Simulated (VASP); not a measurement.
Output of a VASP run:

OSZICAR:
```
       N       E                     dE             d eps       ncg     rms          rms(c)
DAV:   1     0.930062901517E+02    0.93006E+02   -0.74891E+03   696   0.122E+03
DAV:   2    -0.135565653393E+02   -0.10656E+03   -0.99037E+02   912   0.288E+02
DAV:   3    -0.199410531007E+02   -0.63845E+01   -0.63463E+01   904   0.625E+01
DAV:   4    -0.201993695702E+02   -0.25832E+00   -0.25779E+00  1196   0.117E+01
DAV:   5    -0.202014975304E+02   -0.21280E-02   -0.21278E-02   908   0.110E+00    0.345E+00
DAV:   6    -0.158435479572E+02    0.43579E+01   -0.16011E+00   900   0.136E+01    0.310E+00
DAV:   7    -0.156893155290E+02    0.15423E+00   -0.41974E-01  1044   0.793E+00    0.866E-01
DAV:   8    -0.167013905536E+02   -0.10121E+01   -0.38929E-01   744   0.612E+00    0.124E+00
DAV:   9    -0.160103848065E+02    0.69101E+00   -0.10256E-01   860   0.363E+00    0.103E+00
DAV:  10    -0.160017998953E+02    0.85849E-02   -0.24842E-01   728   0.602E+00    0.284E-01
DAV:  11    -0.159994298446E+02    0.23701E-02   -0.12111E-02  1116   0.119E+00    0.282E-01
DAV:  12    -0.159615278428E+02    0.37902E-01   -0.21729E-02   712   0.206E+00    0.261E-01
DAV:  13    -0.159710504940E+02   -0.95227E-02   -0.10919E-02   712   0.144E+00    0.164E-01
DAV:  14    -0.160007877257E+02   -0.29737E-01   -0.83511E-03   712   0.133E+00    0.587E-02
DAV:  15    -0.160008418493E+02   -0.54124E-04   -0.13177E-04  1132   0.902E-02    0.677E-02
DAV:  16    -0.160021645445E+02   -0.13227E-02   -0.39388E-04   740   0.262E-01    0.707E-02
DAV:  17    -0.160019751294E+02    0.18942E-03   -0.50928E-05   816   0.795E-02    0.741E-02
DAV:  18    -0.160022479702E+02   -0.27284E-03   -0.12734E-04   732   0.150E-01    0.788E-02
DAV:  19    -0.160022701127E+02   -0.22142E-04   -0.14983E-05   792   0.470E-02    0.866E-02
DAV:  20    -0.160022754312E+02   -0.53185E-05   -0.65036E-06   820   0.311E-02    0.903E-02
DAV:  21    -0.160022766792E+02   -0.12479E-05   -0.97328E-07   836   0.155E-02    0.933E-02
DAV:  22    -0.160022785630E+02   -0.18839E-05   -0.76946E-07   760   0.143E-02    0.951E-02
DAV:  23    -0.160022707885E+02    0.77745E-05   -0.10898E-06   852   0.114E-02    0.890E-02
DAV:  24    -0.160022601599E+02    0.10629E-04   -0.44405E-06   884   0.167E-02    0.757E-02
DAV:  25    -0.160022554866E+02    0.46734E-05   -0.41276E-06   780   0.242E-02    0.541E-02
DAV:  26    -0.160022441682E+02    0.11318E-04   -0.14882E-05   776   0.354E-02    0.172E-02
DAV:  27    -0.160022445209E+02   -0.35273E-06   -0.28055E-06   880   0.195E-02    0.525E-03
DAV:  28    -0.160022436144E+02    0.90650E-06   -0.51828E-07   880   0.869E-03    0.168E-03
DAV:  29    -0.160022440503E+02   -0.43582E-06   -0.11379E-07   560   0.508E-03    0.117E-03
DAV:  30    -0.160022432077E+02    0.84260E-06   -0.99929E-08   560   0.399E-03    0.417E-04
DAV:  31    -0.160022434086E+02   -0.20100E-06   -0.27843E-08   580   0.170E-03    0.300E-04
DAV:  32    -0.160022434689E+02   -0.60269E-07   -0.75898E-09   456   0.980E-04
   1 F= -.16002243E+02 E0= -.16002243E+02  d E =0.000000E+00
       N       E                     dE             ncg
       N       E                     dE             ncg
       N       E                     dE             ncg
```

OUTCAR:
```
------------------------ aborting loop because EDIFF is reached ----------------------------------------
  FORCE on cell =-STRESS in cart. coord.  units (eV):
  Direction    XX          YY          ZZ          XY          YZ          ZX
  --------------------------------------------------------------------------------------
  Total        0.0020406      0.0020406      0.0020406      0.0000000      0.0000000      0.0000000
  in kB        0.0539680      0.0539680      0.0539680      0.0000000      0.0000000      0.0000000
  external PRESSURE =       0.0539680 kB  Pullay stress =       0.0000000 kB
  volume of cell :       60.58
      direct lattice vectors                 reciprocal lattice vectors
     0.000000000  3.117199015  3.117199015    -0.160400410  0.160400410  0.160400410
     3.117199015  0.000000000  3.117199015     0.160400410 -0.160400410  0.160400410
     3.117199015  3.117199015  0.000000000     0.160400410  0.160400410 -0.160400410
  FREE ENERGIE OF THE ION-ELECTRON SYSTEM (eV)
  ---------------------------------------------------
  free  energy   TOTEN  =       -16.0022434689 eV

  energy  without entropy=      -16.0022434689  energy(sigma->0) =      -16.00224347

 total charge

# of ion       s       p       d       tot
------------------------------------------
    1        1.959   5.681   0.024   7.664
    2        1.595   3.597   0.000   5.192
--------------------------------------------------
tot          3.554   9.278   0.024  12.856
```
(Selected blocks of OUTCAR.)

**POSCAR**
```
KCl
1
    0.0000000000     3.1171990145     3.1171990145
    3.1171990145     0.0000000000     3.1171990145
    3.1171990145     3.1171990145     0.0000000000
K Cl
1 1
Direct
  0.0000000000   0.0000000000   0.0000000000
  0.5000000000   0.5000000000   0.5000000000
```

Problem. Reconstruct the remaining input files.

Solution. This is not unique; one that fits is the input of the run itself, r2SCAN+rVV10, plane waves, VASP's PBE PAW potentials (set 64).

### KPOINTS_OPT
```
k-points along high-symmetry lines
10
Line-mode
Reciprocal
  0.000000   0.000000   0.000000 ! GAMMA
  0.500000   0.000000   0.500000 ! X

  0.500000   0.000000   0.500000 ! X
  0.625000   0.250000   0.625000 ! U

  0.375000   0.375000   0.750000 ! K
  0.000000   0.000000   0.000000 ! GAMMA

  0.000000   0.000000   0.000000 ! GAMMA
  0.500000   0.500000   0.500000 ! L

  0.500000   0.500000   0.500000 ! L
  0.500000   0.250000   0.750000 ! W

  0.500000   0.250000   0.750000 ! W
  0.500000   0.000000   0.500000 ! X
```

### INCAR
```
LASPH=.TRUE.
CPARAM=0.0093
SYSTEM=KCl
LORBIT=11   # lm-projected
LUSE_VDW=.TRUE.
LMIXTAU=.TRUE.
METAGGA=R2SCAN
EDIFF=1E-7
NELM=100   # most electronic steps
ENCUT=520   # plane-wave cut-off (eV)
NEDOS=601   # DOS grid
ISIF=2   # forces and stress, cell fixed
LREAL=.FALSE.   # projection in real space or not
LCHARG=.FALSE.
ISMEAR=-5
ALGO=Normal   # blocked Davidson
PREC=Accurate
LWAVE=.FALSE.
BPARAM=11.95
```

KPOINTS:
```
Automatic mesh
0
Gamma
8 8 8
0 0 0
```

POTCAR, in this order: K_sv Cl (PBE.64 set). Program: vasp_std.

The compound is KCl in the rock salt structure. It was relaxed first.
